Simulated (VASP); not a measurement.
Given:

```
Be3CdSe4
1.0
    5.38416     0.00000     0.00000
    0.00000     5.38416     0.00000
    0.00000     0.00000     5.38416
Cd Se Be
1 4 3
Direct
  0.00000   0.00000   0.00000
  0.27239   0.27239   0.27239
  0.72761   0.72761   0.27239
  0.72761   0.27239   0.72761
  0.27239   0.72761   0.72761
  0.50000   0.50000   0.00000
  0.50000   0.00000   0.50000
  0.00000   0.50000   0.50000
```

Level of theory: PBEsol GGA, VASP's PBE PAW potentials (set 64) (plane waves; VASP 6.6.1). Settings: 400 eV cut-off, 5×5×5 Γ-centred mesh, tetrahedra with Blöchl corrections, potentials Cd Se Be.

The cores are frozen, which limits the accuracy of field gradients.

Task: Give the principal components of the electric field gradient (V/Å²) and the asymmetry η at each nucleus.

Result: 
| atom | Vxx | Vyy | Vzz | η |
|---|---|---|---|---|
| Cd1 | 0.0 | 0.0 | 0.0 | - |
| Se2 | 20.8 | 20.8 | -41.7 | 0.00 |
| Se3 | 20.8 | 20.8 | -41.7 | 0.00 |
| Se4 | 20.8 | 20.8 | -41.7 | 0.00 |
| Se5 | 20.8 | 20.8 | -41.7 | 0.00 |
| Be6 | 1.0 | 1.0 | -2.0 | 0.00 |
| Be7 | 1.0 | 1.0 | -2.0 | 0.00 |
| Be8 | 1.0 | 1.0 | -2.0 | 0.00 |

The structure was generated: Be3CdSe4 was put into an ordered model structure (P-43m), which need not be its known phase. It was relaxed first.
